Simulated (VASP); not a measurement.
Level of theory: PBEsol GGA, VASP's PBE PAW potentials (set 64) (plane waves; VASP).

Input for VASP

File KPOINTS:
```
k-points along high-symmetry lines
10
Line-mode
Reciprocal
  0.000000   0.000000   0.000000 ! GAMMA
  0.000000   0.500000   0.000000 ! M

  0.000000   0.500000   0.000000 ! M
 -0.333333   0.666667   0.000000 ! K

 -0.333333   0.666667   0.000000 ! K
  0.000000   0.000000   0.000000 ! GAMMA

  0.000000   0.000000   0.000000 ! GAMMA
  0.000000   0.000000   0.500000 ! A

  0.000000   0.000000   0.500000 ! A
  0.000000   0.500000   0.500000 ! L

  0.000000   0.500000   0.500000 ! L
 -0.333333   0.666667   0.500000 ! H

 -0.333333   0.666667   0.500000 ! H
  0.000000   0.000000   0.500000 ! A

  0.000000   0.500000   0.500000 ! L
  0.000000   0.500000   0.000000 ! M

 -0.333333   0.666667   0.500000 ! H
 -0.333333   0.666667   0.000000 ! K
```

INCAR:
```
# general
SYSTEM  =  SiC
PREC    =  Accurate
ENCUT   =  520
LREAL   =  .FALSE.
LASPH   =  .TRUE.   # aspherical one-centre terms
ICHARG  =  11

# electronic loop
EDIFF   =  1E-7
NELM    =  100
ALGO    =  Normal

# smearing
ISMEAR  =  0   # Gaussian
SIGMA   =  0.05

# functional
GGA     =  PS   # PBEsol

# output
LWAVE   =  .FALSE.
LCHARG  =  .FALSE.
LORBIT  =  11   # lm-projected
```

### POSCAR
```
SiC
1
    1.5398923097    -2.6671713029     0.0000000000
    1.5398923097     2.6671713029     0.0000000000
   -0.0000000000     0.0000000000    15.1165735175
Si C
6 6
Direct
  1.0000000000   0.0000000000   0.9998414814
  1.0000000000   0.0000000000   0.4998414814
  0.6666670000   0.3333330000   0.8331051939
  0.3333330000   0.6666670000   0.3331051939
  0.6666670000   0.3333330000   0.1666218329
  0.3333330000   0.6666670000   0.6666218329
  1.0000000000   0.0000000000   0.8744638273
  0.0000000000   0.0000000000   0.3744638273
  0.6666670000   0.3333330000   0.7080796717
  0.3333330000   0.6666670000   0.2080796717
  0.6666670000   0.3333330000   0.0415879928
  0.3333330000   0.6666670000   0.5415879928
```

POTCAR, in this order: Si C (PBE.64 set). Program: vasp_std. Read from the step before: CHGCAR.

Output

### OSZICAR
```
       N       E                     dE             d eps       ncg     rms          rms(c)
DAV:   1     0.136305606996E+03    0.13631E+03   -0.21816E+04  5580   0.137E+03
DAV:   2    -0.797775797800E+02   -0.21608E+03   -0.20584E+03  7457   0.222E+02
DAV:   3    -0.914046707452E+02   -0.11627E+02   -0.11488E+02  6880   0.507E+01
DAV:   4    -0.916468784410E+02   -0.24221E+00   -0.24169E+00  6921   0.780E+00
DAV:   5    -0.916523910226E+02   -0.55126E-02   -0.55101E-02  6892   0.110E+00
DAV:   6    -0.916525961415E+02   -0.20512E-03   -0.20509E-03  7111   0.183E-01
DAV:   7    -0.916526008913E+02   -0.47498E-05   -0.47493E-05  6884   0.275E-02
DAV:   8    -0.916526011018E+02   -0.21050E-06   -0.21043E-06  5783   0.475E-03
DAV:   9    -0.916526011118E+02   -0.99435E-08   -0.99637E-08  4916   0.105E-03
   1 F= -.91652601E+02 E0= -.91652601E+02  d E =-.500391E-12
```

**OUTCAR**
```
 val. band max:        8.0995302836   @ k =  -0.0000   0.0000   0.0000

 cond. band min:      10.0055722511   @ k =   0.0000   0.5000   0.2222



 k-point     1 :       0.0000    0.0000    0.0000
  band No.  band energies     occupation
      1      -7.3753      2.00000
      2      -6.8516      2.00000
      3      -6.8166      2.00000
      4      -5.3136      2.00000
      5      -5.2847      2.00000
      6      -3.7752      2.00000
      7      -0.5473      2.00000
      8       1.8234      2.00000
      9       1.8607      2.00000
     10       5.6592      2.00000
     11       5.6846      2.00000
     12       6.9513      2.00000
     13       6.9513      2.00000
     14       7.1379      2.00000
     15       7.1379      2.00000
     16       7.2469      2.00000
     17       7.2469      2.00000
     18       7.7148      2.00000
     19       7.7148      2.00000
     20       7.7972      2.00000
     21       7.7972      2.00000
     22       8.0653      2.00000
     23       8.0995      2.00000
     24       8.0995      2.00000
     25      13.2209      0.00000
     26      13.3893      0.00000
     27      13.7989      0.00000
     28      14.3099      0.00000
     29      14.3506      0.00000
     30      14.7115      0.00000
     31      14.9463      0.00000

 k-point     2 :       0.0000    0.0556    0.0000
  band No.  band energies     occupation
      1      -7.3214      2.00000
      2      -6.7984      2.00000
      3      -6.7633      2.00000
      4      -5.2629      2.00000
      5      -5.2340      2.00000
      6      -3.7296      2.00000
      7      -0.4975      2.00000
      8       1.8595      2.00000
      9       1.8970      2.00000
     10       5.6445      2.00000
     11       5.6731      2.00000
     12       6.6232      2.00000
     13       6.8365      2.00000
     14       6.8492      2.00000
     15       6.9552      2.00000
     16       7.0529      2.00000
     17       7.1469      2.00000
     18       7.5053      2.00000
...
```

The density is held fixed in this step, so its total energy and stress have no physical meaning.

The compound is SiC in the 6h structure. It was relaxed first.
